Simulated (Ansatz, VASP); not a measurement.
# Cross-check of PbF2 (Fluorocronite) between VASP and Ansatz, part 2 of 2

One calculation is typed for both programs; each brings its own data sets. How far apart do they land? The cell is taken from a series of runs on this material, whose earlier steps may have relaxed, scaled, displaced or heated it; both programs get it as it stands.

VASP 6.6.1 and Ansatz 0.2.0.

So far: The starting structure; Ansatz: dielectric response, PBE.

## Step 3: VASP: dielectric response, PBE

Level of this step: PBE; plane waves and PAW (Pb_d, F) (VASP).

The same cell, functional and mesh now go to VASP, with its own data sets.

Lines of VASP's logs that name or quote its potential files are left out, and so is its time.

The input, INCAR:

```
SYSTEM = PbF2
PREC = Accurate
ENCUT = 520
EDIFF = 1E-08
NELM = 120
ISMEAR = 0
SIGMA = 0.01
LREAL = .FALSE.
ALGO = Normal
GGA = PE
NBANDS = 20
LORBIT = 11
LWAVE = .FALSE.
LCHARG = .FALSE.
ISIF = 2
LEPSILON = .TRUE.
LASPH = .TRUE.
GGA_COMPAT = .FALSE.
EFERMI = MIDGAP
```

The input, POSCAR:

```
PbF2
1.0
    0.0000000000      2.9636600000      2.9636600000
    2.9636600000      0.0000000000      2.9636600000
    2.9636600000      2.9636600000      0.0000000000
Pb F
1 2
Direct
    0.0000000000      0.0000000000      0.0000000000
    0.7500000000      0.7500000000      0.7500000000
    0.2500000000      0.2500000000      0.2500000000
```

The input, KPOINTS:

```
Automatic mesh
0
Gamma
7 7 7
0 0 0
```

Potentials, in the order of the species: Pb_d and F (PBE family, release 64).

Run with:

```console
mpirun -np 1 vasp_std
```

Numbers of over 12 decimals in the logs are rounded to 6 here.

The program printed:

```text
[banner, memory and clock lines left out]
running    1 mpi-ranks, on    1 nodes
 distrk:  each k-point on    1 cores,    1 groups
 distr:  one band on    1 cores,    1 groups

 POSCAR found type information on POSCAR PbF
 POSCAR found :  2 types and       3 ions
 LDA part: xc-table for (Slater+PW92), standard interpolation
 POSCAR, INCAR and KPOINTS ok, starting setup
 FFT: planning ... GRIDC
 FFT: planning ... GRID_SOFT
 FFT: planning ... GRID
 WAVECAR not read
 entering main loop
       N       E                     dE             d eps       ncg     rms          rms(c)
DAV:   1     0.308780992457E+03    0.30878E+03   -0.14950E+04   808   0.159E+03
DAV:   2     0.144108445304E+02   -0.29437E+03   -0.27871E+03   848   0.447E+02
DAV:   3    -0.153512269308E+02   -0.29762E+02   -0.29384E+02   940   0.150E+02
DAV:   4    -0.162403912665E+02   -0.88916E+00   -0.88852E+00   904   0.275E+01
DAV:   5    -0.162688009880E+02   -0.28410E-01   -0.28408E-01  1020   0.507E+00    0.800E+00
DAV:   6    -0.143397951519E+02    0.19290E+01   -0.92461E+00  1088   0.244E+01    0.266E+00
DAV:   7    -0.143384867906E+02    0.13084E-02   -0.45333E-01   816   0.423E+00    0.156E+00
DAV:   8    -0.143359994108E+02    0.24874E-02   -0.10180E-01   844   0.366E+00    0.529E-01
DAV:   9    -0.143328754510E+02    0.31240E-02   -0.19821E-02  1036   0.107E+00    0.101E-01
DAV:  10    -0.143340175246E+02   -0.11421E-02   -0.14710E-03   812   0.344E-01    0.306E-02
DAV:  11    -0.143340100974E+02    0.74273E-05   -0.11823E-04   932   0.948E-02    0.943E-03
DAV:  12    -0.143340209107E+02   -0.10813E-04   -0.29250E-05   856   0.459E-02    0.917E-03
DAV:  13    -0.143340193172E+02    0.15935E-05   -0.99291E-06  1096   0.304E-02    0.986E-04
DAV:  14    -0.143340193677E+02   -0.50472E-07   -0.46818E-07   844   0.546E-03    0.466E-04
DAV:  15    -0.143340193754E+02   -0.77248E-08   -0.15761E-08   760   0.102E-03
   1 F= -.14334019E+02 E0= -.14334019E+02  d E =0.000000E+00
 Linear response reoptimize wavefunctions to high precision
DAV:   1    -0.143340193712E+02    0.42355E-08   -0.69850E-09   716   0.885E-04
DAV:   2    -0.143340193712E+02   -0.63665E-11   -0.63192E-10   556   0.221E-04
 Linear response G [H, r] |phi>, progress :
  Direction:   1
       N       E                     dE             d eps       ncg     rms
RMM:   1    -0.108266079036E+03   -0.10827E+03    0.30833E+01  1360   0.126E+02
RMM:   2    -0.105477142564E+03    0.27889E+01   -0.13841E+01  1320   0.297E+01
RMM:   3    -0.105535225885E+03   -0.58083E-01   -0.85534E-01  1368   0.834E+00
RMM:   4    -0.105542572270E+03   -0.73464E-02   -0.15348E-01  1347   0.370E+00
RMM:   5    -0.105544221291E+03   -0.16490E-02   -0.28055E-02  1348   0.152E+00
RMM:   6    -0.105544753521E+03   -0.53223E-03   -0.10557E-02  1353   0.878E-01
RMM:   7    -0.105544891423E+03   -0.13790E-03   -0.34774E-03  1353   0.465E-01
RMM:   8    -0.105544965382E+03   -0.73959E-04   -0.14677E-03  1427   0.259E-01
RMM:   9    -0.105544974695E+03   -0.93130E-05   -0.38295E-04  1440   0.131E-01
RMM:  10    -0.105544975879E+03   -0.11841E-05   -0.11601E-04  1472   0.655E-02
RMM:  11    -0.105544976589E+03   -0.70942E-06   -0.41904E-05  1419   0.290E-02
RMM:  12    -0.105544976164E+03    0.42421E-06   -0.20254E-05  1363   0.171E-02
RMM:  13    -0.105544976654E+03   -0.48906E-06   -0.18973E-05  1287   0.845E-03
RMM:  14    -0.105544976018E+03    0.63519E-06   -0.43563E-06  1261   0.565E-03
RMM:  15    -0.105544976659E+03   -0.64113E-06   -0.49747E-05  1235   0.465E-03
RMM:  16    -0.105544976503E+03    0.15681E-06   -0.58333E-05  1253   0.407E-03
RMM:  17    -0.105544976598E+03   -0.94975E-07   -0.48457E-05  1244   0.376E-03
RMM:  18    -0.105544976493E+03    0.10428E-06   -0.62024E-05  1236   0.359E-03
RMM:  19    -0.105544976431E+03    0.62561E-07   -0.45486E-05  1205   0.351E-03
RMM:  20    -0.105544976166E+03    0.26505E-06   -0.23080E-05  1210   0.347E-03
 Linear response G [H, r] |phi>, progress :
  Direction:   2
       N       E                     dE             d eps       ncg     rms
RMM:   1    -0.108443829397E+03   -0.10844E+03    0.15976E+01  1361   0.124E+02
RMM:   2    -0.104153164658E+03    0.42907E+01   -0.14878E+01  1320   0.300E+01
RMM:   3    -0.104175732315E+03   -0.22568E-01   -0.78634E-01  1366   0.826E+00
RMM:   4    -0.104185262260E+03   -0.95299E-02   -0.12620E-01  1342   0.345E+00
RMM:   5    -0.104187563006E+03   -0.23007E-02   -0.22900E-02  1338   0.138E+00
RMM:   6    -0.104188028847E+03   -0.46584E-03   -0.76888E-03  1370   0.768E-01
RMM:   7    -0.104188162966E+03   -0.13412E-03   -0.24431E-03  1328   0.398E-01
RMM:   8    -0.104188219525E+03   -0.56559E-04   -0.12025E-03  1417   0.236E-01
RMM:   9    -0.104188222147E+03   -0.26216E-05   -0.31771E-04  1427   0.122E-01
RMM:  10    -0.104188223799E+03   -0.16523E-05   -0.98873E-05  1475   0.634E-02
RMM:  11    -0.104188223579E+03    0.22030E-06   -0.26195E-05  1410   0.305E-02
[...]
RMM:   4    -0.105143782757E+03   -0.87128E-02   -0.11657E-01  1316   0.299E+00
RMM:   5    -0.105146278209E+03   -0.24955E-02   -0.22477E-02  1298   0.130E+00
RMM:   6    -0.105146777085E+03   -0.49888E-03   -0.10182E-02  1343   0.718E-01
RMM:   7    -0.105146868341E+03   -0.91256E-04   -0.33881E-03  1320   0.392E-01
RMM:   8    -0.105146880580E+03   -0.12240E-04   -0.11082E-03  1375   0.205E-01
[...]
RMM:   9    -0.354330605100E+00   -0.22505E-08   -0.71806E-07  1248   0.515E-03
RMM:  10    -0.354330607245E+00   -0.21447E-08   -0.18306E-07  1006   0.283E-03
RMM:  11    -0.354330608214E+00   -0.96937E-09   -0.37106E-08   846   0.118E-03
 change of polarisation eV/A/(eV/A) component  2 :    -0.037     0.709     0.076
 dielectric tensor                  component  2 :    -0.128     3.463     0.266
 Linear response to external field (no local field effect), progress :
  Direction:   3
       N       E                     dE             d eps       ncg     rms          rms(c)
RMM:   1    -0.386887695562E+00   -0.38689E+00   -0.16256E+00  1443   0.403E+00
RMM:   2    -0.405092963063E+00   -0.18205E-01   -0.19190E-02  1405   0.970E-01
RMM:   3    -0.405428527663E+00   -0.33556E-03   -0.14673E-03  1389   0.272E-01
RMM:   4    -0.405456929648E+00   -0.28402E-04   -0.22995E-04  1318   0.105E-01
RMM:   5    -0.405460754235E+00   -0.38246E-05   -0.31143E-05  1334   0.470E-02
RMM:   6    -0.405461842786E+00   -0.10886E-05   -0.12127E-05  1356   0.246E-02
RMM:   7    -0.405462012551E+00   -0.16977E-06   -0.53435E-06  1370   0.145E-02
RMM:   8    -0.405462061434E+00   -0.48884E-07   -0.15191E-06  1306   0.756E-03
RMM:   9    -0.405462060272E+00    0.11623E-08   -0.23409E-07  1189   0.359E-03
RMM:  10    -0.405462060487E+00   -0.21516E-09   -0.58096E-07  1010   0.209E-03
RMM:  11    -0.405462060137E+00    0.35072E-09   -0.14263E-07   865   0.862E-04
RMM:  12    -0.405462060681E+00   -0.54433E-09   -0.88853E-08   775   0.482E-04
 change of polarisation eV/A/(eV/A) component  3 :    -0.054     0.076     0.811
 dielectric tensor                  component  3 :    -0.189     0.266     3.819
 Linear response to external field, progress :
  Direction:   1
       N       E                     dE             d eps       ncg     rms          rms(c)
RMM:   1    -0.364004841995E+00   -0.36400E+00   -0.14653E+00  2875   0.404E+00
RMM:   2    -0.381781555290E+00   -0.17777E-01   -0.18084E-02  2800   0.966E-01    0.116E+00
RMM:   3    -0.347836335212E+00    0.33945E-01   -0.28017E-02  2478   0.120E+00    0.575E-01
RMM:   4    -0.356297004688E+00   -0.84607E-02   -0.26296E-02  2803   0.105E+00    0.139E-01
RMM:   5    -0.362769490096E+00   -0.64725E-02   -0.12055E-03  2733   0.320E-01    0.246E-02
RMM:   6    -0.364047854723E+00   -0.12784E-02   -0.16346E-04  2617   0.129E-01    0.133E-02
RMM:   7    -0.364196644334E+00   -0.14879E-03   -0.37757E-05  2448   0.586E-02    0.171E-03
RMM:   8    -0.364306129891E+00   -0.10949E-03   -0.11544E-05  2705   0.280E-02    0.855E-04
RMM:   9    -0.364286283705E+00    0.19846E-04   -0.22392E-06  2691   0.136E-02    0.358E-04
RMM:  10    -0.364294412510E+00   -0.81288E-05   -0.81969E-07  2735   0.690E-03    0.132E-04
RMM:  11    -0.364294034528E+00    0.37798E-06   -0.85150E-08  2747   0.327E-03    0.722E-05
RMM:  12    -0.364293826373E+00    0.20815E-06   -0.18362E-07  2585   0.156E-03    0.286E-05
RMM:  13    -0.364293505412E+00    0.32096E-06   -0.40957E-09  2028   0.655E-04    0.221E-05
RMM:  14    -0.364293342310E+00    0.16310E-06   -0.65589E-08  1966   0.336E-04    0.399E-06
 change of polarisation eV/A/(eV/A) component  1 :     0.668    -0.025    -0.011
 dielectric tensor                  component  1 :     3.321    -0.086    -0.039
 Linear response to external field, progress :
  Direction:   2
       N       E                     dE             d eps       ncg     rms          rms(c)
RMM:   1    -0.363935030062E+00   -0.36394E+00   -0.14646E+00  2889   0.404E+00
RMM:   2    -0.381780727903E+00   -0.17846E-01   -0.18098E-02  2798   0.966E-01    0.116E+00
RMM:   3    -0.347833865047E+00    0.33947E-01   -0.28011E-02  2482   0.120E+00    0.575E-01
RMM:   4    -0.356295074856E+00   -0.84612E-02   -0.26297E-02  2807   0.105E+00    0.139E-01
RMM:   5    -0.362764635877E+00   -0.64696E-02   -0.12069E-03  2738   0.319E-01    0.246E-02
RMM:   6    -0.364048199825E+00   -0.12836E-02   -0.16108E-04  2624   0.129E-01    0.133E-02
RMM:   7    -0.364197026543E+00   -0.14883E-03   -0.37063E-05  2448   0.584E-02    0.170E-03
RMM:   8    -0.364306359706E+00   -0.10933E-03   -0.11645E-05  2706   0.282E-02    0.853E-04
RMM:   9    -0.364286397042E+00    0.19963E-04   -0.22905E-06  2685   0.138E-02    0.361E-04
RMM:  10    -0.364294586242E+00   -0.81892E-05   -0.83891E-07  2722   0.710E-03    0.137E-04
RMM:  11    -0.364294173781E+00    0.41246E-06   -0.98918E-08  2746   0.338E-03    0.743E-05
RMM:  12    -0.364293912629E+00    0.26115E-06   -0.19561E-07  2621   0.166E-03    0.315E-05
RMM:  13    -0.364293527599E+00    0.38503E-06   -0.18698E-09  2039   0.680E-04    0.235E-05
RMM:  14    -0.364293343268E+00    0.18433E-06   -0.11050E-07  2069   0.344E-04    0.412E-06
 change of polarisation eV/A/(eV/A) component  2 :    -0.003     0.668     0.022
 dielectric tensor                  component  2 :    -0.009     3.321     0.077
 Linear response to external field, progress :
  Direction:   3
       N       E                     dE             d eps       ncg     rms          rms(c)
RMM:   1    -0.363934694652E+00   -0.36393E+00   -0.14646E+00  2885   0.404E+00
RMM:   2    -0.381780762490E+00   -0.17846E-01   -0.18086E-02  2795   0.966E-01    0.116E+00
RMM:   3    -0.347833872389E+00    0.33947E-01   -0.28011E-02  2481   0.120E+00    0.575E-01
RMM:   4    -0.356295064476E+00   -0.84612E-02   -0.26298E-02  2807   0.105E+00    0.139E-01
RMM:   5    -0.362764647557E+00   -0.64696E-02   -0.12069E-03  2737   0.319E-01    0.246E-02
RMM:   6    -0.364048169330E+00   -0.12835E-02   -0.16107E-04  2625   0.129E-01    0.133E-02
RMM:   7    -0.364197027428E+00   -0.14886E-03   -0.37060E-05  2449   0.584E-02    0.170E-03
RMM:   8    -0.364306364813E+00   -0.10934E-03   -0.11644E-05  2706   0.282E-02    0.853E-04
RMM:   9    -0.364286395579E+00    0.19969E-04   -0.22899E-06  2687   0.138E-02    0.361E-04
RMM:  10    -0.364294586879E+00   -0.81913E-05   -0.83885E-07  2721   0.710E-03    0.137E-04
RMM:  11    -0.364294166706E+00    0.42017E-06   -0.98813E-08  2746   0.338E-03    0.743E-05
RMM:  12    -0.364293912280E+00    0.25443E-06   -0.19602E-07  2622   0.166E-03    0.315E-05
RMM:  13    -0.364293522924E+00    0.38936E-06    0.14121E-09  2022   0.680E-04    0.235E-05
RMM:  14    -0.364293339185E+00    0.18374E-06   -0.12719E-07  2079   0.344E-04    0.414E-06
 change of polarisation eV/A/(eV/A) component  3 :     0.013     0.007     0.668
 dielectric tensor                  component  3 :     0.044     0.023     3.321
 Born effective charges drift removed
```

From OUTCAR (step 3):

```text
ion  position               nearest neighbor table
   1  0.000  0.000  0.000-   2 2.57   2 2.57   2 2.57   3 2.57   3 2.57   3 2.57   3 2.57   2 2.57

  LATTYP: Found a face centered cubic cell.
 ALAT       =     5.9273200000

 Subroutine GETGRP returns: Found 48 space group operations
 (whereof 48 operations were pure point group operations)

The static configuration has the point symmetry O_h .

 Found     20 irreducible k-points:

   k-points           NKPTS =     20   k-points in BZ     NKDIM =     20   number of bands    NBANDS=     20

   dimension x,y,z NGX =    32 NGY =   32 NGZ =   32
   dimension x,y,z NGXF=    64 NGYF=   64 NGZF=   64

   ENCUT  =  520.0 eV  38.22 Ry    6.18 a.u.   7.79  7.79  7.79*2*pi/ulx,y,z

   NELECT =      28.0000    total number of electrons

 k-points in reciprocal lattice and weights: Automatic mesh
   0.00000000  0.00000000  0.00000000       0.003
   0.14285714  0.00000000  0.00000000       0.023
   0.28571429  0.00000000  0.00000000       0.023
   0.42857143  0.00000000  0.00000000       0.023
   0.14285714  0.14285714  0.00000000       0.017
   0.28571429  0.14285714  0.00000000       0.070
   0.42857143  0.14285714  0.00000000       0.070
  -0.42857143  0.14285714  0.00000000       0.070
  -0.28571429  0.14285714  0.00000000       0.070
[...]
-0.42857143  0.42857143  0.14285714       0.070
  -0.28571429  0.42857143  0.14285714       0.070

 average (electrostatic) potential at core
       1 -93.0518       2 -75.2909       3 -75.2909

  Total        0.8071618      0.8071618      0.8071618      0.0000000      0.0000000      0.0000000
  in kB       24.8402551     24.8402551     24.8402551      0.0000000      0.0000000      0.0000000
  external PRESSURE =      24.8402551 kB  Pullay stress =       0.0000000 kB

  energy-cutoff  :      520.00
  volume of cell :       52.06
      direct lattice vectors                 reciprocal lattice vectors
     0.000000000  2.963660000  2.963660000    -0.168710311  0.168710311  0.168710311
     2.963660000  0.000000000  2.963660000     0.168710311 -0.168710311  0.168710311
     2.963660000  2.963660000  0.000000000     0.168710311  0.168710311 -0.168710311

 POSITION                                       TOTAL-FORCE (eV/Angst)
 -----------------------------------------------------------------------------------
      0.00000      0.00000      0.00000        -0.000000     -0.000000      0.000000
      4.44549      4.44549      4.44549        -0.000000     -0.000000     -0.000000
      1.48183      1.48183      1.48183         0.000000      0.000000      0.000000
 -----------------------------------------------------------------------------------
    total drift:                                0.000000     -0.000000      0.000000

 MACROSCOPIC STATIC DIELECTRIC TENSOR (including local field effects in DFT)
 ------------------------------------------------------
           3.321115     0.000000     0.000000
           0.000000     3.321115    -0.000000
          -0.000000     0.000000     3.321115
 ------------------------------------------------------

 PIEZOELECTRIC TENSOR (including local field effects)  for field in x, y, z        (C/m^2)
          XX          YY          ZZ          XY          YZ          ZX
  --------------------------------------------------------------------------------
  x     0.00000     0.00000     0.00000     0.00000     0.00000     0.00000
  y     0.00000     0.00000     0.00000     0.00000     0.00000     0.00000
  z     0.00000     0.00000     0.00000     0.00000     0.00000     0.00000

 BORN EFFECTIVE CHARGES (including local field effects) (in |e|, cummulative output)
 ---------------------------------------------------------------------------------
 ion    1
    1     3.19230     0.00000     0.00000
    2     0.00000     3.19230     0.00000
    3     0.00000     0.00000     3.19230
 ion    2
    1    -1.59615     0.00000     0.00000
    2     0.00000    -1.59615     0.00000
    3     0.00000     0.00000    -1.59615
 ion    3
    1    -1.59615     0.00000     0.00000
    2     0.00000    -1.59615     0.00000
    3     0.00000     0.00000    -1.59615
```

## Step 4: Side by side

Known differences besides the potentials themselves: fixed occupations in Ansatz, narrow Gaussian smearing in VASP; the cutoff is 420 eV in Ansatz and 520 eV in VASP. Total energies have different zeros and are not compared.

Both answers:

```
quantity  Ansatz  VASP  difference
   ε∞ xx    3.33  3.32     +0.23 %
   ε∞ yy    3.33  3.32     +0.23 %
   ε∞ zz    3.33  3.32     +0.23 %
```

## Step 5: Summary of results

```json
{
 "difference in ε∞ xx (dielectric response, PBE)": "0.23 %"
}
```

The difference in ε∞ xx is 0.23 % (dielectric response, PBE), within the 5 % picked in this series as the mark of a large difference. How closely two codes agree says nothing of how well the functional describes the real material.

[Lines on the potential files, build, host, timing and source positions are cut from VASP's logs without a mark.]

[Logs are printed without paths, hosts, clocks, repeated set-up lines and the standing remarks that a program may print on its own settings, such as how far it seeks lower states.]

[Hosts, paths, dates, database ids (printed as entryN), source tags and the programs' standing remarks are cut or masked in the printed files.]
